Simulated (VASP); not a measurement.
Consider the following.

```
C
1.0
    1.24912    -2.13667     0.00000
    1.24912     2.13667     0.00000
    0.00000     0.00000     6.87972
C
4
Direct
  0.00000   0.00000   0.25000
  0.00000   0.00000   0.75000
  0.33333   0.66667   0.25000
  0.69698   0.36365   0.75000
```

These are PBE GGA, VASP's PBE PAW potentials (set 64) (plane waves; VASP) values and carry that method's errors. Run with 520 eV cut-off, 2×2×1 Γ-centred mesh, first-order Methfessel-Paxton smearing of 0.10 eV, potentials C.

Problem. Predict the energy per atom (σ→0), pressure, largest force.

Solution. 
```json
{
  "energy per atom (σ→0)": "-8.146 eV/atom",
  "pressure": "8.36 GPa",
  "largest_force": "5.503 eV/Å"
}
```

Only differences to runs with the same potentials and settings are physical.

The compound is C in the graphite structure. The cell was not relaxed at this level. The k-mesh is coarse (spacing up to 1.46 per Å, 2π included), so the numbers may not be converged in it. The run is one of a series of settings (KPOINTS 2×2×1 Γ-centred mesh against the base run), some of them coarse on purpose.
